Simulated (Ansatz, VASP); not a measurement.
# Ti5Nb3C8 (random rock-salt alloy of NbC and TiC): VASP beside Ansatz, part 2 of 3

Aim: how closely do two programs agree when they are given the same cell, functional and k mesh? Of the first pair: The structure shown is the start of the Ansatz relaxation below; VASP solves that cell, so the two are compared at the walk's first step.

VASP 6.6.1 and Ansatz 0.2.0.

So far: Starting point; Ansatz: relaxation, LDA.

## Step 3: VASP: single point, LDA, start cell, pair 1

Level of this step: LDA; plane waves and PAW (Ti_sv, C, Nb_sv) (VASP).

The same cell, functional (in two slightly different forms), mesh and smearing now go to VASP, with its own data sets.

Lines of VASP's logs that name or quote its potential files are left out, and so is its time.

File INCAR:

```
SYSTEM = Ti5Nb3C8
PREC = Accurate
ENCUT = 520
EDIFF = 1E-06
NELM = 120
ISMEAR = 0
SIGMA = 0.025
LREAL = Auto
ALGO = Normal
GGA = PW92
NBANDS = 312
LASPH = .TRUE.
LORBIT = 11
LWAVE = .FALSE.
LCHARG = .FALSE.
ISIF = 2
GGA_COMPAT = .FALSE.
KPAR = 8
```

File POSCAR:

```
Ti5Nb3C8
1.0
    8.7624000000      0.0000000000      0.0000000000
    0.0000000000      8.7624000000      0.0000000000
    0.0000000000      0.0000000000      8.7624000000
Ti C Nb
20 32 12
Direct
    0.0020085821      0.9992353693      0.0013580754
    0.2484250890      0.0036405551      0.2489614717
    0.2472952616      0.2541312882      0.9980256551
    0.9990527709      0.9999315256      0.4998516388
    0.9994293801      0.2538345659      0.7514265498
    0.2518944581      0.9970670136      0.7504450835
    0.2523053045      0.5018259837      0.2489957089
    0.0039715147      0.7531954716      0.7472838492
    0.2482995526      0.5004907331      0.7482881402
    0.5032068840      0.9971697252      0.9997032776
    0.5009244043      0.2453551538      0.2495891537
    0.4996918652      0.0013694878      0.4972039624
    0.7494179677      0.2469757144      0.5007418059
    0.5025906144      0.5002738976      0.0027846252
    0.5001483612      0.7480713047      0.2502054232
    0.7519629325      0.4991783073      0.2509700539
    0.7515634986      0.7489957089      0.0025335525
    0.4966675797      0.7487560486      0.7508787547
    0.7509928787      0.4988245230      0.7509358167
    0.7499657628      0.7580115037      0.4997375148
    0.2523167169      0.0028645120      0.9989957089
    0.2524879029      0.2511640646      0.2530356980
    0.0026933260      0.0027846252      0.2467360540
    0.0001940108      0.2535036063      0.9986190998
    0.2524536657      0.0022025929      0.4976946955
    0.2512439514      0.2520542317      0.7519058705
    0.9995549165      0.0044736602      0.7491897197
    0.9995206793      0.2439742536      0.4999201132
    0.2513352506      0.4989957089      0.9966333425
    0.2491668949      0.7492125445      0.2514379622
    0.0018944581      0.5039030403      0.2517004474
    0.0020199945      0.7494636173      0.9992810189
    0.2456747010      0.4990755957      0.4989842965
    0.2486076874      0.7502168356      0.7482881402
    0.0046562586      0.5014493746      0.7443851000
    0.9963137953      0.7515749110      0.5004108463
    0.7508102803      0.9970213640      0.9974093856
    0.7470784260      0.2481169543      0.2500798868
    0.4975006847      0.0029558112      0.2477974071
    0.4992239569      0.2451040811      0.0016091482
    0.7489044098      0.0027161508      0.5002853100
    0.7444878116      0.2514721994      0.7506733315
    0.5009244043      0.9972724368      0.7515520862
    0.4998059892      0.2528759244      0.4983109650
    0.7479571807      0.5016890350      0.0003651967
    0.7503994339      0.7516547978      0.2529786360
    0.5039601023      0.4954350406      0.2480028303
    0.4974436228      0.7463708573      0.0022254177
    0.7493380809      0.5003766091      0.5042454122
    0.7534807815      0.7498174016      0.7515749110
    0.5006847439      0.5003766091      0.7489957089
    0.5002168356      0.7492353693      0.5038231535
    0.9994750297      0.2515292614      0.2509129919
    0.2513238382      0.2507646307      0.4970556012
    0.0031155848      0.5002510728      0.9963137953
    0.9951953803      0.7529329864      0.2490413585
    0.2508901671      0.7517346846      0.9992011321
    0.0041997626      0.4986989866      0.5000456496
    0.2500912992      0.7505249703      0.5008331051
    0.7471240756      0.0010727655      0.2490641833
    0.7515863234      0.2495549165      0.9990755957
    0.4985506254      0.2502510728      0.7497831644
    0.7516091482      0.0006961563      0.7479457683
    0.4988131106      0.5000570620      0.4994293801
```

File KPOINTS:

```
Automatic mesh
0
Gamma
2 2 2
0 0 0
```

PAW data sets: Ti_sv, C and Nb_sv (LDA family, release 64).

Run with:

```
$ mpirun -np 8 vasp_std
```

Numbers of over 12 decimals in the logs are rounded to 6 here.

The log of the run:

```text
[banner, memory and clock lines left out]
running    8 mpi-ranks, on    1 nodes
[...]
|                                                                             |
|           W    W    AA    RRRRR   N    N  II  N    N   GGGG   !!!           |
|           W    W   A  A   R    R  NN   N  II  NN   N  G    G  !!!           |
|           W    W  A    A  R    R  N N  N  II  N N  N  G       !!!           |
|           W WW W  AAAAAA  RRRRR   N  N N  II  N  N N  G  GGG   !            |
|           WW  WW  A    A  R   R   N   NN  II  N   NN  G    G                |
|           W    W  A    A  R    R  N    N  II  N    N   GGGG   !!!           |
|                                                                             |
|     For optimal performance we recommend to set                             |
|       NCORE = 2 up to number-of-cores-per-socket                            |
|     NCORE specifies how many cores store one orbital (NPAR=cpu/NCORE).      |
|     This setting can greatly improve the performance of VASP for DFT.       |
[...]
|                                                                             |
|     You enforced a specific xc type in the INCAR file but a different       |
|     [... a line on the potential file left out ...]
|     I HOPE YOU KNOW WHAT YOU ARE DOING!                                     |
|                                                                             |

 LDA part: xc-table for (Slater(with rela. corr.)+PW92), standard interpolation
 POSCAR, INCAR and KPOINTS ok, starting setup
[...]
entering main loop
       N       E                     dE             d eps       ncg     rms          rms(c)
DAV:   1     0.848956248894E+04    0.84896E+04   -0.24579E+05  4992   0.198E+03
DAV:   2     0.946424327034E+03   -0.75431E+04   -0.73137E+04  4992   0.734E+02
DAV:   3    -0.611127464917E+03   -0.15576E+04   -0.14765E+04  7384   0.265E+02
DAV:   4    -0.820206454994E+03   -0.20908E+03   -0.20566E+03  7600   0.104E+02
[...]
DAV:  20    -0.681756708108E+03    0.52688E-05   -0.41436E-05  7344   0.237E-02    0.212E-02
DAV:  21    -0.681756702712E+03    0.53963E-05   -0.20175E-05  7152   0.132E-02    0.903E-03
DAV:  22    -0.681756701823E+03    0.88864E-06   -0.88457E-06  5856   0.932E-03
   1 F= -.68175670E+03 E0= -.68174707E+03  d E =-.192696E-01
```

Parts of OUTCAR (step 3):

```text
  Total      -38.2269620    -36.3478084    -39.2426573     -0.5767773      0.0297274      0.0754106
  in kB      -91.0355758    -86.5604666    -93.4544026     -1.3735660      0.0707944      0.1795866
  external PRESSURE =     -90.3501483 kB  Pullay stress =       0.0000000 kB

 POSITION                                       TOTAL-FORCE (eV/Angst)
 -----------------------------------------------------------------------------------
      0.01760      8.75570      0.01190        -0.017275      0.239669     -0.580732
      2.17680      0.03190      2.18150         0.456558     -0.436531     -0.142760
      2.16690      2.22680      8.74510         0.330819     -0.536068      0.033982
      8.75410      8.76180      4.37990         0.356555      0.252249      0.190727
      8.75740      2.22420      6.58430         0.330886     -0.622118     -0.368016
      2.20720      8.73670      6.57570        -0.201403      0.627658      0.037592
      2.21080      4.39720      2.18180         0.110225     -0.155652     -0.252477
      0.03480      6.59980      6.54800        -0.668065     -0.058632      0.215611
      2.17570      4.38550      6.55680         0.383803     -0.045231      0.324649
      4.40930      8.73760      8.75980        -0.562518      0.042923      0.104251
      4.38930      2.14990      2.18700        -0.074145      0.511969     -0.245379
      4.37850      0.01200      4.35670        -0.220211     -0.268560      0.248565
      6.56670      2.16410      4.38770         0.130527      0.405130     -0.245228
      4.40390      4.38360      0.02440        -0.268006     -0.079215     -0.091657
[...]
-----------------------------------------------------------------------------------
    total drift:                                0.037820      0.016589      0.015574

  FREE ENERGIE OF THE ION-ELECTRON SYSTEM (eV)
  ---------------------------------------------------
  free  energy   TOTEN  =      -681.7567018234 eV

  energy  without entropy=     -681.7374322115  energy(sigma->0) =     -681.74706702

[... 1 further part left out ...]
```

The k-mesh is coarse for a metal.

The run ends at a pressure of -9.04 GPa, with forces up to 1.1 eV/Å.

## Step 4: Differences

Known differences besides the potentials themselves: the cutoff is 420 eV in Ansatz and 520 eV in VASP (PREC = Accurate, projectors in real space); VASP's log shows a relativistic correction to its local exchange, Ansatz's none. Total energies have different zeros and are not compared.

Forces on 10 of the 64 atoms, those with the largest forces and the largest differences (eV/Å; atoms numbered as in POSCAR):

```tsv
atom	Ansatz x, y, z	VASP x, y, z
Ti20	-0.264, -0.870, 0.313	-0.266, -0.860, 0.315
C22	-0.016, 0.171, -0.773	-0.026, 0.181, -0.746
C24	0.330, -0.753, -0.201	0.310, -0.738, -0.179
C32	-0.575, 0.671, -0.304	-0.560, 0.655, -0.289
C36	-0.053, 0.365, 0.191	-0.035, 0.348, 0.175
C42	0.958, 0.344, -0.519	0.936, 0.329, -0.508
C44	0.605, -0.820, -0.113	0.591, -0.804, -0.101
C48	0.847, 0.307, -0.124	0.833, 0.310, -0.126
Nb54	-0.514, -0.691, 0.559	-0.512, -0.691, 0.558
Nb58	-1.127, 0.122, 0.168	-1.124, 0.123, 0.169
```

The forces differ by 8.9 meV/Å r.m.s., which is 2.5 % of the r.m.s. force of 0.360 eV/Å (both taken over all components).

## Step 5: Ansatz: relaxation, LDA

This run makes the geometry at which the two programs are then compared. The cell compared in this pair holds 649.29 Å³, against 672.77 Å³ for the pair before.

The structure compared here is the end of the Ansatz relaxation.

File input.yaml:

```yaml
crystal:
  lattice:
    - [8.7624, 0.0, 0.0]
    - [0.0, 8.7624, 0.0]
    - [0.0, 0.0, 8.7624]
  atoms:
    - { symbol: Ti, position: [0.00201, 0.99924, 0.00136] }
    - { symbol: C, position: [0.25232, 0.00286, 0.99899] }
    - { symbol: Nb, position: [0.99947, 0.25153, 0.25091] }
    - { symbol: C, position: [0.25249, 0.25116, 0.25304] }
    - { symbol: Ti, position: [0.24843, 0.00364, 0.24896] }
    - { symbol: C, position: [0.00269, 0.00278, 0.24674] }
    - { symbol: Ti, position: [0.24729, 0.25413, 0.99802] }
    - { symbol: C, position: [0.00019, 0.2535, 0.99862] }
    - { symbol: Ti, position: [0.99905, 0.99993, 0.49985] }
    - { symbol: C, position: [0.25245, 0.0022, 0.4977] }
    - { symbol: Ti, position: [0.99943, 0.25383, 0.75143] }
    - { symbol: C, position: [0.25124, 0.25205, 0.75191] }
    - { symbol: Ti, position: [0.2519, 0.99707, 0.75044] }
    - { symbol: C, position: [0.99955, 0.00447, 0.74919] }
    - { symbol: Nb, position: [0.25132, 0.25077, 0.49705] }
    - { symbol: C, position: [0.99952, 0.24398, 0.49992] }
    - { symbol: Nb, position: [0.00311, 0.50025, 0.99631] }
    - { symbol: C, position: [0.25134, 0.499, 0.99663] }
    - { symbol: Nb, position: [0.99519, 0.75293, 0.24904] }
    - { symbol: C, position: [0.24917, 0.74921, 0.25144] }
    - { symbol: Ti, position: [0.2523, 0.50183, 0.24899] }
    - { symbol: C, position: [0.00189, 0.5039, 0.2517] }
    - { symbol: Nb, position: [0.25089, 0.75173, 0.9992] }
    - { symbol: C, position: [0.00202, 0.74946, 0.99928] }
    - { symbol: Nb, position: [0.0042, 0.4987, 0.50005] }
    - { symbol: C, position: [0.24567, 0.49908, 0.49898] }
    - { symbol: Ti, position: [0.00397, 0.75319, 0.74728] }
    - { symbol: C, position: [0.24861, 0.75022, 0.74829] }
    - { symbol: Ti, position: [0.2483, 0.50049, 0.74829] }
    - { symbol: C, position: [0.00466, 0.50145, 0.74439] }
    - { symbol: Nb, position: [0.25009, 0.75053, 0.50083] }
    - { symbol: C, position: [0.99631, 0.75157, 0.50041] }
    - { symbol: Ti, position: [0.50321, 0.99717, 0.9997] }
    - { symbol: C, position: [0.75081, 0.99702, 0.99741] }
    - { symbol: Ti, position: [0.50092, 0.24535, 0.24959] }
    - { symbol: C, position: [0.74708, 0.24812, 0.25008] }
    - { symbol: Nb, position: [0.74712, 0.00107, 0.24906] }
    - { symbol: C, position: [0.4975, 0.00296, 0.2478] }
    - { symbol: Nb, position: [0.75159, 0.24956, 0.99908] }
    - { symbol: C, position: [0.49922, 0.2451, 0.00161] }
    - { symbol: Ti, position: [0.49969, 0.00137, 0.4972] }
    - { symbol: C, position: [0.74891, 0.00272, 0.50029] }
    - { symbol: Nb, position: [0.49855, 0.25025, 0.74978] }
    - { symbol: C, position: [0.74449, 0.25147, 0.75067] }
    - { symbol: Nb, position: [0.75161, 0.0007, 0.74795] }
    - { symbol: C, position: [0.50092, 0.99727, 0.75155] }
    - { symbol: Ti, position: [0.74942, 0.24698, 0.50074] }
    - { symbol: C, position: [0.49981, 0.25288, 0.49831] }
    - { symbol: Ti, position: [0.50259, 0.50027, 0.00279] }
    - { symbol: C, position: [0.74796, 0.50169, 0.00037] }
    - { symbol: Ti, position: [0.50015, 0.74807, 0.25021] }
    - { symbol: C, position: [0.7504, 0.75165, 0.25298] }
    - { symbol: Ti, position: [0.75196, 0.49918, 0.25097] }
    - { symbol: C, position: [0.50396, 0.49543, 0.248] }
    - { symbol: Ti, position: [0.75156, 0.749, 0.00253] }
    - { symbol: C, position: [0.49744, 0.74637, 0.00222] }
    - { symbol: Nb, position: [0.49881, 0.50006, 0.49943] }
    - { symbol: C, position: [0.74934, 0.50038, 0.50424] }
    - { symbol: Ti, position: [0.49667, 0.74876, 0.75088] }
    - { symbol: C, position: [0.75348, 0.74982, 0.75157] }
    - { symbol: Ti, position: [0.75099, 0.49883, 0.75094] }
    - { symbol: C, position: [0.50069, 0.50038, 0.74899] }
    - { symbol: Ti, position: [0.74997, 0.75801, 0.49974] }
    - { symbol: C, position: [0.50022, 0.74923, 0.50382] }
kpoints:
  mp_grid: { grid: [2, 2, 2] }
hamiltonian:
  xc: lda
scf:
  occupations: { method: gaussian, width: 0.025 }
output:
  forces: true
relax:
  f_tol: 0.03
  max_steps: 43
  cell: {}
```

Run with:

```
$ ansatz run input.yaml --threads 4 --pin off --max-ram 8192MiB --backend cpu --events-out ev --progress --plain --runs-dir out
```

The log of the run:

```text
[...]
Crystal: 64 atoms, lattice volume = 672.774 Å³
Basis set: ecut = 420 eV, 13205 PW (Γ)
Bands: 326, of which v1, the nominal top of the filled ones, is band 262 counted from 1 (261 counted from 0)
Symmetry: 1 space group operations
[...]
k-points: 8
[...]
SCF iter   1: F=—  HF=-110144.973427 eV  |F-HF|=—  |Δ(HF+E_count)|=         —  Δρ=1.07e-2  dr2=9.92e-1  ethr=1.77e-3  ⟨swp⟩=5.0  Hψ=9471  notcnv=0  defer=35
[...]
- { symbol: Ti, position: [0.748289, 0.750083, -0.00239255] }
[...]
- { symbol: Nb, position: [0.501405, 0.502382, 0.500315] }
    - { symbol: C, position: [0.750613, 0.499967, 0.499135] }
    - { symbol: Ti, position: [0.501025, 0.751440, 0.750775] }
    - { symbol: C, position: [0.750669, 0.747344, 0.748889] }
    - { symbol: Ti, position: [0.747329, 0.501262, 0.751037] }
    - { symbol: C, position: [0.499448, 0.503208, 0.752637] }
    - { symbol: Ti, position: [0.748241, 0.750816, 0.502822] }
    - { symbol: C, position: [0.504243, 0.753954, 0.499516] }
[key lines of the parts left out:]
P = ⅓ Tr σ = 0.0003 GPa (0.003 kbar)
```

(Part 2 of 3 ends here.)

[Lines on the potential files, build, host, timing and source positions are cut from VASP's logs without a mark.]

[Logs are printed without paths, hosts, clocks, repeated set-up lines and the standing remarks that a program may print on its own settings, such as how far it seeks lower states.]

[Hosts, paths, dates, database ids (printed as entryN), source tags and the programs' standing remarks are cut or masked in the printed files.]
